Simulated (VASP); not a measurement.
All values below come from PBE GGA with spin-orbit coupling, VASP's PBE PAW potentials (set 64) (plane waves; VASP 6.6.1).

VASP ran on this input.

### INCAR
```
SYSTEM = TeRu
PREC = Accurate
ENCUT = 300
EDIFF = 1E-6
NELM = 100
ALGO = Normal
LREAL = .FALSE.
LASPH = .TRUE.
ISMEAR = 0
SIGMA = 0.1
GGA = PE
LMAXMIX = 4
LWAVE = .FALSE.
LCHARG = .FALSE.
ISIF = 2
LSORBIT = .TRUE.
LNONCOLLINEAR = .TRUE.
MAGMOM = 0.0 0.0 0.0 0.0 0.0 0.0
GGA_COMPAT = .FALSE.
LORBIT = 11
```

File POSCAR:
```
TeRu
1
    3.6665170000     0.0000000000     0.0000000000
   -1.8332590000     3.1752970000     0.0000000000
    0.0000000000     0.0000000000     3.5783390000
Ru Te
1 1
Direct
  0.0000000000   0.0000000000   0.0000000000
  0.6666670000   0.3333330000   0.5000000000
```

### KPOINTS
```
Automatic mesh
0
Gamma
5 5 5
```

POTCAR, in this order: Ru_pv Te (PBE.64 set). Program: vasp_ncl.

At this cut-off the stress carries a Pulay error, which pulls relaxed volumes low.

What does the run give for the energy per atom (σ→0), pressure, band gap (on the k-mesh)?

- energy per atom (σ→0) = -565.9 kJ/mol of atoms
- band gap (on the k-mesh) = none (metal, semimetal or under 0.01 eV)
- pressure = -5.30 GPa

File OSZICAR:
```
...
DAV:   6    -0.117717966471E+02    0.10287E+00   -0.19962E-01  1280   0.468E+00    0.526E+00
DAV:   7    -0.117477444735E+02    0.24052E-01   -0.78153E-02  1216   0.202E+00    0.283E+00
DAV:   8    -0.117393729205E+02    0.83716E-02   -0.42490E-02  1256   0.217E+00    0.673E-01
DAV:   9    -0.117391293369E+02    0.24358E-03   -0.12474E-03  1244   0.265E-01    0.413E-01
DAV:  10    -0.117390135263E+02    0.11581E-03   -0.89915E-04  1248   0.316E-01    0.138E-01
DAV:  11    -0.117389865347E+02    0.26992E-04   -0.57015E-05  1240   0.810E-02    0.425E-02
DAV:  12    -0.117389862255E+02    0.30921E-06   -0.94025E-06  1232   0.198E-02
   1 F= -.11738986E+02 E0= -.11730254E+02  d E =-.174650E-01  mag=     0.0000     0.0000     0.0000
```

The structure was generated: TeRu was put into an ordered model structure, which need not be its known phase. The cell was not relaxed at this level. The k-mesh is coarse (spacing up to 0.40 per Å, 2π included), so the numbers may not be converged in it. The run is one of a series of settings (GGA_COMPAT = .FALSE., LNONCOLLINEAR = .TRUE., LSORBIT = .TRUE., MAGMOM = 0.0 0.0 0.0 0.0 0.0 0.0, program vasp_ncl against the base run), some of them coarse on purpose.
